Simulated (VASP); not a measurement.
```
CELL_PARAMETERS angstrom
      0.00000     2.46497     2.46497
      2.46497     0.00000     2.46497
      2.46497     2.46497     0.00000
ATOMIC_POSITIONS crystal
  Ca 0.00000 0.00000 0.00000
  O  0.50000 0.50000 0.50000
```

Calculation: revPBE GGA, VASP's PBE PAW potentials (set 64) (plane waves; VASP 6.6.1). Numerical set-up: 520 eV cut-off, 9×9×9 Γ-centred mesh, Gaussian smearing of 0.050 eV, potentials Ca_sv O.

Problem. Estimate the energy per atom (σ→0), pressure.

Solution. 
```json
{
 "energy per atom (σ→0)": "-6.089 eV/atom",
 "pressure": "-2.67 GPa"
}
```

The compound is CaO in the rock salt structure. This cell is one point of a volume scan, at 1.03 of the reference volume.
